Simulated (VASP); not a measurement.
OSZICAR of a VASP run on ZnPt (space group P4/mmm):

File OSZICAR:
```
       N       E                     dE             d eps       ncg     rms          rms(c)
DAV:   1     0.962013822118E+02    0.96201E+02   -0.97895E+03  3278   0.163E+03
DAV:   2    -0.698969459113E+01   -0.10319E+03   -0.99577E+02  3346   0.289E+02
DAV:   3    -0.101166874006E+02   -0.31270E+01   -0.31160E+01  3710   0.594E+01
DAV:   4    -0.101378087701E+02   -0.21121E-01   -0.21120E-01  3675   0.418E+00
DAV:   5    -0.101381205350E+02   -0.31176E-03   -0.31176E-03  3815   0.540E-01    0.102E+01
DAV:   6    -0.970814475123E+01    0.42998E+00   -0.13467E+00  3514   0.227E+01    0.527E+00
DAV:   7    -0.966883287268E+01    0.39312E-01   -0.53576E-02  4706   0.363E+00    0.240E+00
DAV:   8    -0.965849954529E+01    0.10333E-01   -0.13129E-02  3710   0.130E+00    0.191E-01
DAV:   9    -0.965837292820E+01    0.12662E-03   -0.61668E-04  4085   0.674E-01    0.840E-02
DAV:  10    -0.965835516462E+01    0.17764E-04   -0.14587E-04  3678   0.108E-01    0.215E-02
DAV:  11    -0.965835351118E+01    0.16534E-05   -0.17047E-05  3591   0.439E-02    0.406E-03
DAV:  12    -0.965835345052E+01    0.60655E-07   -0.52505E-07  1869   0.839E-03
   1 F= -.96583535E+01 E0= -.96582975E+01  d E =-.965835E+01
       N       E                     dE             d eps       ncg     rms          rms(c)
DAV:   1    -0.112840652559E+02   -0.16257E+01   -0.22399E+01  3360   0.879E+01    0.976E+00
DAV:   2    -0.975166918287E+01    0.15324E+01   -0.50834E+00  3696   0.691E+01    0.260E+00
DAV:   3    -0.967211258645E+01    0.79557E-01   -0.37934E-01  3458   0.110E+01    0.148E+00
DAV:   4    -0.965211990271E+01    0.19993E-01   -0.19452E-02  4747   0.464E+00    0.984E-01
DAV:   5    -0.963424920984E+01    0.17871E-01   -0.13726E-02  4605   0.324E+00    0.839E-02
DAV:   6    -0.963433536894E+01   -0.86159E-04   -0.23493E-03  3262   0.572E-01    0.474E-02
DAV:   7    -0.963434873838E+01   -0.13369E-04   -0.45352E-05  4135   0.222E-01    0.103E-02
DAV:   8    -0.963434718802E+01    0.15504E-05   -0.13610E-05  3668   0.692E-02    0.301E-03
DAV:   9    -0.963434695443E+01    0.23359E-06   -0.21936E-07  1743   0.997E-03
   2 F= -.96343470E+01 E0= -.96344265E+01  d E =0.240065E-01
       N       E                     dE             d eps       ncg     rms          rms(c)
DAV:   1    -0.102609267942E+02   -0.62658E+00   -0.82889E+00  3269   0.600E+01    0.516E+00
DAV:   2    -0.972077532249E+01    0.54015E+00   -0.17416E+00  3689   0.254E+01    0.198E+00
DAV:   3    -0.968832067194E+01    0.32455E-01   -0.33357E-02  4529   0.526E+00    0.108E+00
DAV:   4    -0.967532638613E+01    0.12994E-01   -0.95308E-03  3522   0.115E+00    0.218E-01
DAV:   5    -0.967469750145E+01    0.62888E-03   -0.63860E-04  5118   0.843E-01    0.344E-02
DAV:   6    -0.967471042743E+01   -0.12926E-04   -0.15493E-04  4514   0.168E-01    0.194E-02
DAV:   7    -0.967471211056E+01   -0.16831E-05   -0.88177E-06  3388   0.308E-02    0.590E-03
DAV:   8    -0.967471253612E+01   -0.42557E-06   -0.10557E-06  1743   0.174E-02
   3 F= -.96747125E+01 E0= -.96746862E+01  d E =-.163591E-01
       N       E                     dE             d eps       ncg     rms          rms(c)
DAV:   1    -0.967481861890E+01   -0.10651E-03   -0.14034E-03  3297   0.736E-01    0.704E-02
DAV:   2    -0.967472322586E+01    0.95393E-04   -0.32406E-04  3668   0.390E-01    0.238E-02
DAV:   3    -0.967471837287E+01    0.48530E-05   -0.45492E-06  3780   0.621E-02    0.131E-02
DAV:   4    -0.967471645526E+01    0.19176E-05   -0.18512E-06  2002   0.161E-02    0.349E-03
DAV:   5    -0.967471636807E+01    0.87193E-07   -0.11471E-07  1631   0.150E-02
   4 F= -.96747164E+01 E0= -.96746914E+01  d E =-.163629E-01
```

Q: Which electronic solver shows in the log?

A: It is blocked Davidson (ALGO = Normal, or the opening steps of other solvers). The INCAR had ALGO = Normal.

Q: Can the final energy be trusted as converged?

A: The run converged. It stopped with EDIFF = 1E-6, NELM = 100, NSW = 60 and EDIFFG = -0.01 after 4 ionic steps (PBEsol GGA, plane waves, VASP's PBE PAW potentials (set 64)). Energy and stress use the plane-wave basis of the starting cell.

The structure comes from a measured ZnPt entry (P4/mmm) of the Crystallography Open Database, whose conditions weren't checked. This run relaxes it. Symmetry was kept, so distortions that lower it aren't found.
